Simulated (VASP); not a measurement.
Input for VASP

### KPOINTS
```
Automatic mesh
0
gamma
6 6 3
```

**POSCAR**
```
SnSe2
1
    1.9165081878    -3.3194897697     0.0000000000
    1.9165081878     3.3194897697    -0.0000000000
    0.0000000000     0.0000000000     6.2366366453
Sn Se
1 2
Direct
  1.0000000000   0.0000000000   0.0000000000
  0.3333330000   0.6666670000   0.2525926707
  0.6666670000   0.3333330000   0.7474073293
```

INCAR:
```
LMAXMIX=4   # l cut-off of mixed one-centre charges
LWAVE=.FALSE.
LASPH=.TRUE.
EDIFFG=-0.02
AGGAC=0.0
NSW=60   # most ionic steps
EDIFF=1E-6   # SCF stop (eV)
LREAL=.FALSE.
ENCUT=520   # plane-wave cut-off (eV)
ALGO=Normal   # blocked Davidson
LUSE_VDW=.TRUE.
PREC=Accurate
GGA=ML
IBRION=2   # conjugate gradients
ZAB_VDW=-1.8867
ISMEAR=0   # Gaussian
ISIF=3   # ions, shape and volume
LCHARG=.FALSE.
SYSTEM=SnSe2
SIGMA=0.05
NELM=100   # most electronic steps
```

POTCAR, in this order: Sn_d Se (PBE.64 set). Program: vasp_std.

### Question
Write an equivalent input for Quantum ESPRESSO's pw.x.

### Answer
One equivalent input (not run):
```
&CONTROL
  calculation = 'vc-relax'
  pseudo_dir = './pseudo'
  outdir = './out'
  tprnfor = .true.
  tstress = .true.
  nstep = 60
  forc_conv_thr = 0.00078
/
&SYSTEM
  ibrav = 0
  nat = 3
  ntyp = 2
  ecutwfc = 86
  occupations = 'smearing'
  smearing = 'gaussian'
  degauss = 0.003675
  input_dft = 'vdw-df2'
/
&ELECTRONS
  conv_thr = 7.3e-08
  electron_maxstep = 100
/
&IONS
/
&CELL
/
ATOMIC_SPECIES
  Sn 118.710 Sn.upf
  Se 78.971 Se.upf
CELL_PARAMETERS angstrom
     1.9165082   -3.3194898    0.0000000
     1.9165082    3.3194898   -0.0000000
     0.0000000    0.0000000    6.2366366
ATOMIC_POSITIONS crystal
  Sn   1.0000000  0.0000000  0.0000000
  Se   0.3333330  0.6666670  0.2525927
  Se   0.6666670  0.3333330  0.7474073
K_POINTS automatic
  6 6 3 0 0 0
```
Limits of the translation: the potentials are each code's own (VASP's PAW set, PseudoDojo norm-conserving files in pw.x), so ENCUT and ecutwfc are chosen apart and not converted; conv_thr bounds pw.x's estimated SCF error, while EDIFF bounds the energy change between steps; forc_conv_thr acts on force components and is met together with etot_conv_thr.

The compound is SnSe2 in the 1T layered structure. This run relaxes it. Symmetry was kept, so distortions that lower it aren't found.
